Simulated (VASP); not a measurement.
All values below come from PBE GGA, VASP's PBE PAW potentials (set 64) (plane waves; VASP 6.6.1).

VASP input:

File POSCAR:
```
Ga36MgN36
1.0
  4.8683178927  -8.4321738171   0.0000000000
  4.8683178927   8.4321738171   0.0000000000
  0.0000000000   0.0000000000  10.5562839806
Ga N Mg
36 36 1
Direct
  0.2222220000   0.1111110000   0.2500000000
  0.1111110000   0.2222220000   0.0000000000
  0.2252070000   0.1151630000   0.7480360000
  0.1075820000   0.2211740000   0.4992540000
  0.2222220000   0.4444440000   0.2500000000
  0.1111110000   0.5555560000   0.0000000000
  0.2260990000   0.4435850000   0.7485860000
  0.1111110000   0.5555560000   0.5000000000
  0.2222220000   0.7777780000   0.2500000000
  0.1111110000   0.8888890000   0.0000000000
  0.2222220000   0.7777780000   0.7500000000
  0.1111110000   0.8888890000   0.5000000000
  0.5555560000   0.1111110000   0.2500000000
  0.4444440000   0.2222220000   0.0000000000
  0.5555560000   0.1111110000   0.7500000000
  0.4461440000   0.2185300000   0.4976840000
  0.5555560000   0.4444440000   0.2500000000
  0.4444440000   0.5555560000   0.0000000000
  0.5498240000   0.4400290000   0.7534860000
  0.4397140000   0.5552520000   0.4992920000
  0.5555560000   0.7777780000   0.2500000000
  0.4444440000   0.8888890000   0.0000000000
  0.5555560000   0.7777780000   0.7500000000
  0.4444440000   0.8888890000   0.5000000000
  0.8888890000   0.1111110000   0.2500000000
  0.7777780000   0.2222220000   0.0000000000
  0.8888890000   0.1111110000   0.7500000000
  0.7777780000   0.2222220000   0.5000000000
  0.8888890000   0.4444440000   0.2500000000
  0.7777780000   0.5555560000   0.0000000000
  0.8888890000   0.4444440000   0.7500000000
  0.7777780000   0.5555560000   0.5000000000
  0.8888890000   0.7777780000   0.2500000000
  0.7777780000   0.8888890000   0.0000000000
  0.8888890000   0.7777780000   0.7500000000
  0.7777780000   0.8888890000   0.5000000000
  0.2201580000   0.1095420000   0.4359970000
  0.1111110000   0.2222220000   0.1885000000
  0.2222220000   0.1111110000   0.9385000000
  0.1104420000   0.2161160000   0.6865010000
  0.2230530000   0.4445900000   0.4340300000
  0.1111110000   0.5555560000   0.1885000000
  0.2222220000   0.4444440000   0.9385000000
  0.1111110000   0.5555560000   0.6885000000
  0.2222220000   0.7777780000   0.4385000000
  0.1111110000   0.8888890000   0.1885000000
  0.2222220000   0.7777780000   0.9385000000
  0.1111110000   0.8888890000   0.6885000000
  0.5555560000   0.1111110000   0.4385000000
  0.4444440000   0.2222220000   0.1885000000
  0.5555560000   0.1111110000   0.9385000000
  0.4437440000   0.2167000000   0.6892040000
  0.5519610000   0.4441200000   0.4357410000
  0.4444440000   0.5555560000   0.1885000000
  0.5555560000   0.4444440000   0.9385000000
  0.4470490000   0.5578830000   0.6904340000
  0.5555560000   0.7777780000   0.4385000000
  0.4444440000   0.8888890000   0.1885000000
  0.5555560000   0.7777780000   0.9385000000
  0.4444440000   0.8888890000   0.6885000000
  0.8888890000   0.1111110000   0.4385000000
  0.7777780000   0.2222220000   0.1885000000
  0.8888890000   0.1111110000   0.9385000000
  0.7777780000   0.2222220000   0.6885000000
  0.8888890000   0.4444440000   0.4385000000
  0.7777780000   0.5555560000   0.1885000000
  0.8888890000   0.4444440000   0.9385000000
  0.7777780000   0.5555560000   0.6885000000
  0.8888890000   0.7777780000   0.4385000000
  0.7777780000   0.8888890000   0.1885000000
  0.8888890000   0.7777780000   0.9385000000
  0.7777780000   0.8888890000   0.6885000000
  0.3350940000   0.3360530000   0.5994280000
```

INCAR:
```
SYSTEM = Ga36MgN36
PREC = Normal
ENCUT = 400
EDIFF = 1E-5
NELM = 100
ALGO = Fast
LREAL = Auto
LASPH = .TRUE.
ISMEAR = 0
SIGMA = 0.05
GGA = PE
LMAXMIX = 4
LWAVE = .TRUE.
LCHARG = .FALSE.
NELMIN = 4
ISYM = 0
IBRION = 2
ISIF = 2
NSW = 60
EDIFFG = -0.03
```

**KPOINTS**
```
Automatic mesh
0
Gamma
1 1 1
0 0 0
```

POTCAR, in this order: Ga N Mg (PBE.64 set). Program: vasp_gam.

Output of the run:

### OSZICAR
```
...
RMM:   7    -0.431802389977E+03    0.16753E-04   -0.79625E-05   335   0.192E-02    0.538E-03
RMM:   8    -0.431802393119E+03   -0.31424E-05   -0.31999E-05   259   0.105E-02
   8 F= -.43180239E+03 E0= -.43180239E+03  d E =-.357294E-01
       N       E                     dE             d eps       ncg     rms          rms(c)
DAV:   1    -0.431805999985E+03   -0.36100E-02   -0.12350E+00   392   0.283E+00    0.225E-01
RMM:   2    -0.431807877875E+03   -0.18779E-02   -0.24660E-02   364   0.346E-01    0.101E-01
RMM:   3    -0.431808093482E+03   -0.21561E-03   -0.41779E-03   404   0.129E-01    0.752E-02
RMM:   4    -0.431807985076E+03    0.10841E-03   -0.72615E-04   367   0.583E-02    0.252E-02
RMM:   5    -0.431807988201E+03   -0.31248E-05   -0.16069E-04   398   0.266E-02    0.178E-02
RMM:   6    -0.431807986918E+03    0.12829E-05   -0.13531E-04   350   0.197E-02    0.131E-02
RMM:   7    -0.431807981895E+03    0.50222E-05   -0.25503E-05   245   0.110E-02
   9 F= -.43180798E+03 E0= -.43180798E+03  d E =-.413181E-01
       N       E                     dE             d eps       ncg     rms          rms(c)
DAV:   1    -0.431820104725E+03   -0.12118E-01   -0.44888E+00   376   0.539E+00    0.359E-01
RMM:   2    -0.431825827258E+03   -0.57225E-02   -0.74121E-02   364   0.590E-01    0.154E-01
RMM:   3    -0.431826563372E+03   -0.73611E-03   -0.12839E-02   401   0.227E-01    0.118E-01
RMM:   4    -0.431826267903E+03    0.29547E-03   -0.19543E-03   367   0.971E-02    0.383E-02
RMM:   5    -0.431826284843E+03   -0.16940E-04   -0.47323E-04   403   0.450E-02    0.209E-02
RMM:   6    -0.431826288659E+03   -0.38162E-05   -0.17555E-04   380   0.247E-02    0.146E-02
RMM:   7    -0.431826283818E+03    0.48414E-05   -0.38186E-05   271   0.132E-02
  10 F= -.43182628E+03 E0= -.43182628E+03  d E =-.183019E-01
       N       E                     dE             d eps       ncg     rms          rms(c)
DAV:   1    -0.431826562947E+03   -0.27429E-03   -0.75914E-01   408   0.222E+00    0.148E-01
RMM:   2    -0.431827549545E+03   -0.98660E-03   -0.12758E-02   365   0.244E-01    0.635E-02
RMM:   3    -0.431827672173E+03   -0.12263E-03   -0.21629E-03   401   0.937E-02    0.483E-02
RMM:   4    -0.431827621821E+03    0.50352E-04   -0.34339E-04   367   0.406E-02    0.155E-02
RMM:   5    -0.431827624826E+03   -0.30043E-05   -0.80103E-05   353   0.187E-02
  11 F= -.43182762E+03 E0= -.43182762E+03  d E =-.196429E-01
       N       E                     dE             d eps       ncg     rms          rms(c)
DAV:   1    -0.431831158297E+03   -0.35365E-02   -0.41437E+00   376   0.519E+00    0.354E-01
RMM:   2    -0.431836967907E+03   -0.58096E-02   -0.71259E-02   364   0.581E-01    0.156E-01
RMM:   3    -0.431837778547E+03   -0.81064E-03   -0.12615E-02   405   0.222E-01    0.115E-01
RMM:   4    -0.431837506961E+03    0.27159E-03   -0.15781E-03   368   0.910E-02    0.355E-02
RMM:   5    -0.431837518299E+03   -0.11338E-04   -0.40286E-04   392   0.429E-02    0.169E-02
RMM:   6    -0.431837523363E+03   -0.50645E-05   -0.11307E-04   369   0.201E-02    0.101E-02
RMM:   7    -0.431837522711E+03    0.65186E-06   -0.21955E-05   231   0.102E-02
  12 F= -.43183752E+03 E0= -.43183752E+03  d E =-.989789E-02
       N       E                     dE             d eps       ncg     rms          rms(c)
DAV:   1    -0.431837527393E+03   -0.40298E-05   -0.60384E-03   432   0.198E-01    0.132E-02
RMM:   2    -0.431837535188E+03   -0.77947E-05   -0.92185E-05   338   0.209E-02    0.587E-03
RMM:   3    -0.431837535976E+03   -0.78827E-06   -0.12969E-05   220   0.777E-03    0.373E-03
RMM:   4    -0.431837535879E+03    0.97334E-07   -0.25277E-06   217   0.333E-03
  13 F= -.43183754E+03 E0= -.43183754E+03  d E =-.991105E-02
       N       E                     dE             d eps       ncg     rms          rms(c)
DAV:   1    -0.431839820982E+03   -0.22850E-02   -0.14748E+00   376   0.310E+00    0.228E-01
RMM:   2    -0.431841970078E+03   -0.21491E-02   -0.26659E-02   364   0.354E-01    0.993E-02
RMM:   3    -0.431842200933E+03   -0.23085E-03   -0.42652E-03   397   0.133E-01    0.715E-02
RMM:   4    -0.431842095936E+03    0.10500E-03   -0.68215E-04   366   0.580E-02    0.222E-02
RMM:   5    -0.431842103080E+03   -0.71433E-05   -0.16065E-04   400   0.264E-02    0.123E-02
RMM:   6    -0.431842104796E+03   -0.17162E-05   -0.60091E-05   308   0.142E-02
  14 F= -.43184210E+03 E0= -.43184210E+03  d E =-.456892E-02
       N       E                     dE             d eps       ncg     rms          rms(c)
DAV:   1    -0.431842106103E+03   -0.30236E-05   -0.38708E-03   408   0.159E-01    0.123E-02
RMM:   2    -0.431842112059E+03   -0.59555E-05   -0.68416E-05   311   0.179E-02    0.547E-03
RMM:   3    -0.431842112972E+03   -0.91277E-06   -0.11129E-05   220   0.721E-03    0.378E-03
RMM:   4    -0.431842112994E+03   -0.22221E-07   -0.23141E-06   190   0.317E-03
  15 F= -.43184211E+03 E0= -.43184211E+03  d E =-.457712E-02
       N       E                     dE             d eps       ncg     rms          rms(c)
DAV:   1    -0.431842799064E+03   -0.68609E-03   -0.37098E-01   376   0.156E+00    0.117E-01
RMM:   2    -0.431843285404E+03   -0.48634E-03   -0.67350E-03   365   0.179E-01    0.516E-02
RMM:   3    -0.431843331108E+03   -0.45704E-04   -0.10868E-03   395   0.673E-02    0.372E-02
RMM:   4    -0.431843305072E+03    0.26035E-04   -0.19555E-04   367   0.301E-02    0.120E-02
RMM:   5    -0.431843306591E+03   -0.15189E-05   -0.41012E-05   265   0.138E-02
  16 F= -.43184331E+03 E0= -.43184331E+03  d E =-.119360E-02
       N       E                     dE             d eps       ncg     rms          rms(c)
DAV:   1    -0.431843310991E+03   -0.59188E-05   -0.14222E-03   440   0.969E-02    0.730E-03
RMM:   2    -0.431843311974E+03   -0.98242E-06   -0.21234E-05   240   0.101E-02    0.312E-03
RMM:   3    -0.431843311960E+03    0.13806E-07   -0.29125E-06   208   0.384E-03    0.170E-03
RMM:   4    -0.431843311920E+03    0.39938E-07   -0.40676E-07   108   0.173E-03
  17 F= -.43184331E+03 E0= -.43184331E+03  d E =-.119893E-02
       N       E                     dE             d eps       ncg     rms          rms(c)
DAV:   1    -0.431843829892E+03   -0.51793E-03   -0.17237E-01   376   0.106E+00    0.750E-02
RMM:   2    -0.431844039409E+03   -0.20952E-03   -0.29826E-03   364   0.120E-01    0.346E-02
RMM:   3    -0.431844062319E+03   -0.22910E-04   -0.50032E-04   396   0.456E-02    0.246E-02
RMM:   4    -0.431844050376E+03    0.11942E-04   -0.82651E-05   356   0.199E-02    0.805E-03
RMM:   5    -0.431844050902E+03   -0.52523E-06   -0.19025E-05   228   0.938E-03
  18 F= -.43184405E+03 E0= -.43184405E+03  d E =-.738982E-03
       N       E                     dE             d eps       ncg     rms          rms(c)
DAV:   1    -0.431844052837E+03   -0.24610E-05   -0.33924E-03   440   0.149E-01    0.113E-02
RMM:   2    -0.431844058298E+03   -0.54603E-05   -0.69781E-05   317   0.186E-02    0.575E-03
RMM:   3    -0.431844058712E+03   -0.41441E-06   -0.10263E-05   209   0.711E-03    0.400E-03
RMM:   4    -0.431844058504E+03    0.20823E-06   -0.25710E-06   199   0.331E-03
  19 F= -.43184406E+03 E0= -.43184406E+03  d E =-.746584E-03
       N       E                     dE             d eps       ncg     rms          rms(c)
DAV:   1    -0.431844233502E+03   -0.17479E-03   -0.18823E-01   364   0.111E+00    0.767E-02
RMM:   2    -0.431844487030E+03   -0.25353E-03   -0.32867E-03   365   0.125E-01    0.331E-02
RMM:   3    -0.431844518919E+03   -0.31888E-04   -0.54989E-04   397   0.474E-02    0.243E-02
RMM:   4    -0.431844506389E+03    0.12529E-04   -0.80814E-05   359   0.200E-02    0.804E-03
RMM:   5    -0.431844506905E+03   -0.51616E-06   -0.19411E-05   226   0.965E-03
  20 F= -.43184451E+03 E0= -.43184451E+03  d E =-.448402E-03
```

File OUTCAR:
```
------------------------ aborting loop because EDIFF is reached ----------------------------------------
  FORCE on cell =-STRESS in cart. coord.  units (eV):
  Direction    XX          YY          ZZ          XY          YZ          ZX
  --------------------------------------------------------------------------------------
  Total       15.0144142     15.4896736      5.8545291     -0.0574664      0.0307457      0.0153730
  in kB       27.7561633     28.6347442     10.8228843     -0.1062344      0.0568375      0.0284191
  external PRESSURE =      22.4045973 kB  Pullay stress =       0.0000000 kB
  volume of cell :      866.68
      direct lattice vectors                 reciprocal lattice vectors
     4.868317893 -8.432173817  0.000000000     0.102704879 -0.059296690  0.000000000
     4.868317893  8.432173817  0.000000000     0.102704879  0.059296690  0.000000000
     0.000000000  0.000000000 10.556283981     0.000000000  0.000000000  0.094730305
  FREE ENERGIE OF THE ION-ELECTRON SYSTEM (eV)
  ---------------------------------------------------
  free  energy   TOTEN  =      -431.8445069054 eV

  energy  without entropy=     -431.8445069054  energy(sigma->0) =     -431.84450691

 reached required accuracy - stopping structural energy minimisation
```
(Selected blocks of OUTCAR.)

File CONTCAR:
```
Ga36MgN36
   1.00000000000000
     4.8683178927000004   -8.4321738171000007    0.0000000000000000
     4.8683178927000004    8.4321738171000007    0.0000000000000000
     0.0000000000000000    0.0000000000000000   10.5562839805999999
  Ga              N               Mg
    36    36     1
Direct
     0.2220363259652065    0.1107676191124392    0.2507571680931898
     0.1101880289081132    0.2215680454272607    0.0026619887750335
     0.2158197136218684    0.0980145931608646    0.7596593542067723
     0.0880361792623764    0.2106159511516893    0.4864410342178304
     0.2219658744975334    0.4443801431254705    0.2506440510247528
     0.1099435392947978    0.5564410823202844    0.0036752416107700
     0.2157119114140819    0.4505427337440258    0.7595644510158617
     0.1108630318181829    0.5554724274620817    0.5006934494834152
     0.2226492555599553    0.7779431325110110    0.2507048450484478
     0.1098813147595041    0.8863966731903165    0.0037137323477573
     0.2217175788979060    0.7772546715319210    0.7511990554263153
     0.1109662631203839    0.8886482848770459    0.5007057105309173
     0.5574803070502816    0.1090359861536229    0.2432439409694593
     0.4447669436564965    0.2215233824731582    0.0028037577822468
     0.5555501403888363    0.1108943268599263    0.7498046734941806
     0.4560264787305526    0.2105889812115413    0.4865133065425388
     0.5554061003224968    0.4442314303892619    0.2506694101829617
     0.4448062752162212    0.5563462483077002    0.0027428066836616
     0.5682541220719660    0.4505002931509672    0.7596933897201397
     0.4557505183138484    0.5782855552638698    0.4864564001446425
     0.5574363628494239    0.7815503651200217    0.2432738130346610
     0.4433455763040022    0.8882563998316300    0.9971613677933947
     0.5554618458080961    0.7774368341973208    0.7498355505847880
     0.4429628794534705    0.8879397066274123    0.5004134058302426
     0.8849925477262102    0.1091731449422650    0.2432695118527011
     0.7783039541102426    0.2231528375402613    0.9972099003790705
     0.8889578107035122    0.1109417523374625    0.7497592577500093
     0.7783380240048084    0.2233120374595224    0.5003301211037181
     0.8884194659372977    0.4437930641624307    0.2506582274802532
     0.7797570724441478    0.5564238381676559    0.0037738590849183
     0.8889837021272247    0.4445322408686604    0.7512766056622620
     0.7778366292252910    0.5555994179763875    0.5007451731420299
     0.8884390304763398    0.7779081101973264    0.2506837253050490
     0.7782332784900620    0.8882759262306211    0.9972220806170849
     0.8890073652426961    0.7773074130477293    0.7513735803450616
     0.7783461499132084    0.8879502614284435    0.5004721358101274
     0.2247600995905707    0.1160383134427265    0.4427600604020265
     0.1106496635843564    0.2218672003698430    0.1910519376063558
     0.2216996641174060    0.1099527722703618    0.9436306591772491
     0.1155584072957969    0.2242185668923327    0.6845805410735167
     0.2245145897196257    0.4418014818391969    0.4426188872025483
     0.1109655721783748    0.5554014962093354    0.1913927195288652
     0.2216878239628046    0.4446670703968633    0.9436155402848925
     0.1095835687858209    0.5566303032222565    0.6884493101918406
     0.2223420903804309    0.7777409676864377    0.4390271376414357
     0.1109613282519087    0.8887329019126420    0.1914342978179654
     0.2209999341757006    0.7770006937712735    0.9386689855758000
     0.1095686042618161    0.8857809596107120    0.6884966876323765
     0.5616028886533490    0.1046368601448070    0.4314198341132829
     0.4445191218389759    0.2217650894860639    0.1911225006081520
     0.5548642167879162    0.1116088255126631    0.9368805758399890
     0.4422086392178194    0.2240793999472421    0.6846455910589332
     0.5502173457108596    0.4416298076629017    0.4428122497055796
     0.4445165745991948    0.5558477704335106    0.1911362096382574
     0.5562923796702982    0.4446418990380617    0.9436773074812030
     0.4420815630989636    0.5508695974228937    0.6846160942004632
     0.5616730005227276    0.7899491522703894    0.4314819550066872
     0.4428441222412870    0.8880065879500074    0.1845261145894744
     0.5548708495808109    0.7763553846589086    0.9368970377207557
     0.4441816233087434    0.8885190420136559    0.6881201766487778
     0.8764272956542276    0.1046667075659940    0.4314728154861621
     0.7784272069243979    0.2235670490569756    0.1845301604680431
     0.8901896951865083    0.1116811783877696    0.9368280641848595
     0.7778496166859407    0.2221698229577320    0.6880894739872838
     0.8885323531075625    0.4440255182834096    0.4390155273974716
     0.7774176074041793    0.5553225709281849    0.1914988232222630
     0.8893514921430203    0.4454836897575747    0.9387276750864123
     0.7804695878853907    0.5567127306703061    0.6885491917173003
     0.8886421441495114    0.7776569660664790    0.4389752466053766
     0.7784103341662664    0.8881107191554923    0.1845551398575359
     0.8893269555577590    0.7769930472896766    0.9388075717412367
     0.7778301261048016    0.8885385813031456    0.6881753329659543
     0.3333933158082213    0.3330633628525585    0.6005794834573418
```

At this cut-off the stress carries a Pulay error, which pulls relaxed volumes low. The supercell is sampled at Γ alone, which is coarse: total energies, pressure and levels can be off, energies of defects by several tenths of an eV.

The cell is a supercell with a defect, built from GaN (wurtzite): Mg_i. The run is not spin-polarised, so no state with unpaired spins was tried.
